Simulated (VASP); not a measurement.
These are optB86b-vdW, VASP's PBE PAW potentials (set 64) (plane waves; VASP 6.6.1) values and carry that method's errors.

The input files of a VASP run:

### INCAR
```
AGGAC=0.0
ALGO=Normal
EDIFF=1E-6
EDIFFG=-0.02
ENCUT=520
GGA=MK
IBRION=2
ISIF=3
ISMEAR=0
ISPIN=2
LASPH=.TRUE.
LCHARG=.FALSE.
LMAXMIX=4
LORBIT=10
LREAL=.FALSE.
LUSE_VDW=.TRUE.
LWAVE=.FALSE.
MAGMOM=2.0 -2.0 2*0.0
NELM=100
NSW=60
PARAM1=0.1234
PARAM2=1.0
PREC=Accurate
SIGMA=0.05
SYSTEM=NiO
```

File KPOINTS:
```
Regular mesh
0
Gamma
 8 8 8
0 0 0
```

### POSCAR
```
NiO
1.0
  4.1176733786   2.0566918643   2.0566918643
  2.0566918643   4.1176733786   2.0566918643
  2.0566918643   2.0566918643   4.1176733786
Ni O
2 2
direct
  0.0000000000   0.0000000000   0.0000000000
  0.5000000000   0.5000000000   0.5000000000
  0.2500000000   0.2500000000   0.2500000000
  0.7500000000   0.7500000000   0.7500000000
```

POTCAR, in this order: Ni O (PBE.64 set). Program: vasp_std.

The resulting files:

OUTCAR:
```
 ion  position               nearest neighbor table
   1  0.000  0.000  0.000-   4 2.06   4 2.06   4 2.06   3 2.06   3 2.06   3 2.06   2 2.91   2 2.91
                             2 2.91   2 2.91   2 2.91   2 2.91
   2  0.500  0.500  0.500-   3 2.06   3 2.06   3 2.06   4 2.06   4 2.06   4 2.06   1 2.91   1 2.91
                             1 2.91   1 2.91   1 2.91   1 2.91
   3  0.250  0.250  0.250-   1 2.06   1 2.06   1 2.06   2 2.06   2 2.06   2 2.06
   4  0.750  0.750  0.750-   2 2.06   2 2.06   2 2.06   1 2.06   1 2.06   1 2.06
  LATTYP: Found a trigonal (rhomboedric) cell.
 ALAT       =     5.0413487186
 COS(alpha) =     0.8328698842
 Subroutine PRICEL returns following result:
  LATTYP: Found a trigonal (rhomboedric) cell.
 ALAT       =     2.9116355587
 COS(alpha) =     0.4989579638
 Subroutine GETGRP returns: Found 12 space group operations
The static configuration has the point symmetry D_3d.
The dynamic configuration has the point symmetry D_3d.
The overall configuration has the point symmetry D_3d.
 Subroutine INISYM returns: Found 12 space group operations
 Subroutine IBZKPT returns following result:
 Found     65 irreducible k-points:

 Following reciprocal coordinates:
            Coordinates               Weight
  0.000000  0.000000  0.000000      1.000000
...
```

OSZICAR:
```
       N       E                     dE             d eps       ncg     rms          rms(c)
DAV:   1     0.267690127888E+03    0.26769E+03   -0.15850E+04  5256   0.213E+03
DAV:   2     0.111861821668E+02   -0.25650E+03   -0.24043E+03  5356   0.414E+02
DAV:   3    -0.185195913355E+02   -0.29706E+02   -0.28329E+02  5964   0.160E+02
DAV:   4    -0.194466524675E+02   -0.92706E+00   -0.92226E+00  5884   0.300E+01
DAV:   5    -0.194729302940E+02   -0.26278E-01   -0.26265E-01  6328   0.472E+00    0.213E+01
DAV:   6    -0.165025146510E+02    0.29704E+01   -0.42071E+01  7864   0.109E+02    0.213E+01
DAV:   7    -0.151775603927E+02    0.13250E+01   -0.69904E+00  6540   0.805E+01    0.957E+00
DAV:   8    -0.153620873160E+02   -0.18453E+00   -0.22006E+00  5844   0.123E+01    0.632E+00
DAV:   9    -0.152957106287E+02    0.66377E-01   -0.11380E-01  7648   0.910E+00    0.123E+00
DAV:  10    -0.153063407008E+02   -0.10630E-01   -0.61801E-02  6604   0.307E+00    0.445E-01
DAV:  11    -0.153061044784E+02    0.23622E-03   -0.40290E-03  6972   0.174E+00    0.125E-01
DAV:  12    -0.153062867625E+02   -0.18228E-03   -0.13810E-03  7240   0.409E-01    0.661E-02
DAV:  13    -0.153062925550E+02   -0.57925E-05   -0.18145E-04  8628   0.188E-01    0.228E-02
DAV:  14    -0.153062879884E+02    0.45666E-05   -0.18378E-05  5968   0.614E-02    0.225E-02
DAV:  15    -0.153062852603E+02    0.27281E-05   -0.61911E-06  5828   0.383E-02    0.561E-03
DAV:  16    -0.153062835340E+02    0.17263E-05   -0.20700E-06  3356   0.165E-02    0.146E-03
DAV:  17    -0.153062829712E+02    0.56280E-06   -0.50299E-07  2688   0.830E-03
   1 F= -.15306283E+02 E0= -.15306283E+02  d E =-.153063E+02  mag=     0.0000
       N       E                     dE             d eps       ncg     rms          rms(c)
DAV:   1    -0.158271581817E+02   -0.52087E+00   -0.10298E+01  6424   0.477E+01    0.547E+00
DAV:   2    -0.153795504810E+02    0.44761E+00   -0.20200E+00  5904   0.301E+01    0.371E+00
DAV:   3    -0.153262925971E+02    0.53258E-01   -0.22284E-01  7640   0.112E+01    0.186E+00
DAV:   4    -0.153179538545E+02    0.83387E-02   -0.44197E-02  6992   0.313E+00    0.704E-01
DAV:   5    -0.153141328146E+02    0.38210E-02   -0.86699E-03  8760   0.176E+00    0.406E-01
DAV:   6    -0.153127962881E+02    0.13365E-02   -0.46340E-03  6344   0.116E+00    0.122E-01
DAV:   7    -0.153127427125E+02    0.53576E-04   -0.92355E-04  7392   0.280E-01    0.577E-02
DAV:   8    -0.153127415329E+02    0.11796E-05   -0.56964E-05  6284   0.167E-01    0.251E-02
DAV:   9    -0.153127421658E+02   -0.63292E-06   -0.18483E-05  5672   0.414E-02    0.739E-03
DAV:  10    -0.153127411515E+02    0.10143E-05   -0.51705E-06  4992   0.350E-02    0.123E-03
DAV:  11    -0.153127411835E+02   -0.32003E-07   -0.10905E-07  2680   0.427E-03
   2 F= -.15312741E+02 E0= -.15312741E+02  d E =-.645821E-02  mag=     0.0000
       N       E                     dE             d eps       ncg     rms          rms(c)
DAV:   1    -0.154152376022E+02   -0.10250E+00   -0.18656E+00  6280   0.200E+01    0.235E+00
DAV:   2    -0.153309370289E+02    0.84301E-01   -0.37930E-01  6416   0.116E+01    0.146E+00
DAV:   3    -0.153231814700E+02    0.77556E-02   -0.33287E-02  7568   0.438E+00    0.824E-01
DAV:   4    -0.153213978657E+02    0.17836E-02   -0.69098E-03  7000   0.137E+00    0.286E-01
DAV:   5    -0.153207114712E+02    0.68639E-03   -0.16345E-03  8856   0.768E-01    0.166E-01
DAV:   6    -0.153204974416E+02    0.21403E-03   -0.81740E-04  6496   0.487E-01    0.537E-02
DAV:   7    -0.153204774460E+02    0.19996E-04   -0.15602E-04  7792   0.123E-01    0.245E-02
DAV:   8    -0.153204822979E+02   -0.48519E-05   -0.98129E-06  6512   0.579E-02    0.934E-03
DAV:   9    -0.153204809478E+02    0.13501E-05   -0.18558E-06  2856   0.152E-02    0.272E-03
DAV:  10    -0.153204810311E+02   -0.83287E-07   -0.73752E-07  2672   0.832E-03
   3 F= -.15320481E+02 E0= -.15320481E+02  d E =-.141981E-01  mag=    -0.0000
```

### OUTCAR
```
------------------------ aborting loop because EDIFF is reached ----------------------------------------
  FORCE on cell =-STRESS in cart. coord.  units (eV):
  Direction    XX          YY          ZZ          XY          YZ          ZX
  --------------------------------------------------------------------------------------
  Total       -0.0028838     -0.0028838     -0.0028838     -0.0428395     -0.0428395     -0.0428395
  in kB       -0.1289848     -0.1289848     -0.1289848     -1.9161250     -1.9161250     -1.9161250
  external PRESSURE =      -0.1289848 kB  Pullay stress =       0.0000000 kB
  volume of cell :       35.82
      direct lattice vectors                 reciprocal lattice vectors
     4.149411501  2.070872187  2.070872187     0.360941542 -0.120165548 -0.120165548
     2.070872187  4.149411501  2.070872187    -0.120165548  0.360941542 -0.120165548
     2.070872187  2.070872187  4.149411501    -0.120165548 -0.120165548  0.360941542
 POSITION                                       TOTAL-FORCE (eV/Angst)
 -----------------------------------------------------------------------------------
      0.00000      0.00000      0.00000        -0.000000     -0.000000      0.000000
      4.14558      4.14558      4.14558        -0.000000      0.000000      0.000000
      2.07279      2.07279      2.07279         0.000000      0.000000      0.000000
      6.21837      6.21837      6.21837         0.000000     -0.000000     -0.000000
 -----------------------------------------------------------------------------------
    total drift:                                0.000000     -0.000000     -0.000000
  FREE ENERGIE OF THE ION-ELECTRON SYSTEM (eV)
  ---------------------------------------------------
  free  energy   TOTEN  =       -15.3204810311 eV

  energy  without entropy=      -15.3204810311  energy(sigma->0) =      -15.32048103

 total charge

# of ion       s       p       d       tot
------------------------------------------
    1        0.335   0.414   8.296   9.045
    2        0.335   0.414   8.296   9.045
    3        1.558   3.412   0.000   4.970
    4        1.558   3.412   0.000   4.970
--------------------------------------------------
tot          3.787   7.652  16.591  28.030

 magnetization (x)

# of ion       s       p       d       tot
------------------------------------------
    1       -0.011  -0.014   1.310   1.285
    2        0.011   0.014  -1.310  -1.285
    3        0.000   0.000   0.000   0.000
    4        0.000   0.000   0.000   0.000
--------------------------------------------------
tot          0.000   0.000   0.000   0.000

 reached required accuracy - stopping structural energy minimisation
```
(Selected blocks of OUTCAR.)

CONTCAR:
```
NiO
   1.00000000000000
     4.1494115007001859    2.0708721872552989    2.0708721872552989
     2.0708721872552989    4.1494115007001859    2.0708721872552989
     2.0708721872552989    2.0708721872552989    4.1494115007001859
  Ni              O
     2     2
Direct
     0.0000000000000000    0.0000000000000000    0.0000000000000000
     0.5000000000000000    0.5000000000000000    0.5000000000000000
     0.2500000000000000    0.2500000000000000    0.2500000000000000
     0.7500000000000000    0.7500000000000000    0.7500000000000000
```

Energy and stress use the plane-wave basis of the starting cell.

The compound is NiO in the rock salt, AFM-II order structure. This run relaxes it. Symmetry was kept, so distortions that lower it aren't found. The start is the result of an earlier pass.
